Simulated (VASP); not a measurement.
Write the native input for VASP 6.6.1 that does the following.

- Task: single point
- Functional: PBE
- Potentials or basis: VASP PAW PBE potentials, release 64 (Re, Bi_d)
- Cutoff: 520 eV
- k mesh: 6 × 6 × 6
- Occupations: gaussian, width 0.05 eV
- Spin: no spin polarisation
- Dipole correction: no
- Further INCAR settings: ALGO = Normal; EDIFF = 1e-06; NBANDS = 18

The structure of ReBi lies in POSCAR:

```
ReBi
1.0
    0.0000000000      2.7979151146      2.7979151146
    2.7979151146      0.0000000000      2.7979151146
    2.7979151146      2.7979151146      0.0000000000
Re Bi
1 1
Direct
    0.5000000000      0.5000000000      0.5000000000
    0.0000000000      0.0000000000      0.0000000000
```

The cell comes from a database or a generator and needn't be the stable form of this composition.

The input as run:

INCAR

```
PREC = Accurate
ENCUT = 520
EDIFF = 1E-6
ISMEAR = 0
SIGMA = 0.05
LREAL = F
LASPH = T
NELM = 100
ALGO = Normal
ISIF = 2
LWAVE = F
LCHARG = F
GGA = PE
NBANDS = 18
```

KPOINTS

```
Automatic mesh
0
Gamma
  6 6 6
```

Potentials or basis: VASP PAW PBE potentials, release 64 (Re, Bi_d).

Run with:

```sh
$ cat potpaw_PBE.64/Re/POTCAR potpaw_PBE.64/Bi_d/POTCAR > POTCAR
$ mpirun -np 1 vasp_std > vasp.out
```

Results of the run:

```yaml
Pressure: 2.8 GPa
Band_gap_on_the_k_mesh: none (metal or under the smearing width)
```

Caveat: spin-orbit coupling is left out, which moves the levels of the heavy elements.

Wall time 9.7 s on 1 thread of AMD EPYC 9R45 (Zen 5), on a shared host, peak memory 0.14 GiB.
